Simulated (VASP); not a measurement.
Given:

```
CELL_PARAMETERS angstrom
      0.00094     6.38605     6.37965
      6.38605     0.00094     6.37965
      3.19349     3.19349     0.00000
ATOMIC_POSITIONS crystal
  Cd 0.99952 0.99952 0.00095
  Cd 0.98548 0.50572 0.00879
  Cd 0.50572 0.98548 0.00879
  Cd 0.50916 0.50916 0.98168
  Te 0.12610 0.12610 0.24779
  Te 0.12683 0.62293 0.25023
  Te 0.62293 0.12683 0.25023
  Se 0.62424 0.62424 0.25151
```

These are PBEsol GGA, VASP's PBE PAW potentials (set 64) (plane waves; VASP) values and carry that method's errors. Settings: 400 eV cut-off, Gaussian smearing of 0.050 eV, potentials Cd Te Se.

Unless said otherwise, spin-orbit coupling is left out, though it shifts the bands of the heavy elements here.

Question: Estimate the band gap (along the path) with the smallest direct gap where there is one.

Answer: 
The band gap (along the path) comes out as 0.34 eV and the smallest direct gap (along the path) is 0.34 eV.

Only differences to runs with the same potentials and settings are physical.

The structure was generated: Cd4SeTe3 was put into an ordered model structure (Amm2), which need not be its known phase. It was relaxed first.
